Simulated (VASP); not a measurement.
Data:

```
CoTi
1.0
    2.95749     0.00000     0.00000
    0.00000     2.95749     0.00000
    0.00000     0.00000     2.95749
Ti Co
1 1
Direct
  0.00000   0.00000   0.00000
  0.50000   0.50000   0.50000
```

Computed with PBE GGA, VASP's PBE PAW potentials (set 64) (plane waves; VASP 6.6.1). Numerical set-up: 480 eV cut-off, 12×12×12 Γ-centred mesh, first-order Methfessel-Paxton smearing of 0.10 eV, potentials Ti_sv Co.

**Question.** What does the run give for the energy per atom (σ→0), pressure, band gap (on the k-mesh) with the smallest direct gap where there is one?

**Answer.** 
The band gap (on the k-mesh) comes out as none (metal, semimetal or under 0.01 eV) and the energy per atom (σ→0) is -7.815 eV/atom. The pressure is 19.9 kbar.

Total energies compare only between runs with the same potentials, cut-off and functional.

The compound is TiCo in the CsCl type structure. It was relaxed first under an external pressure of 2 GPa. The run is not spin-polarised, so no magnetic state was tried. The electron count is odd and the run is not spin-polarised, which forces a metal.
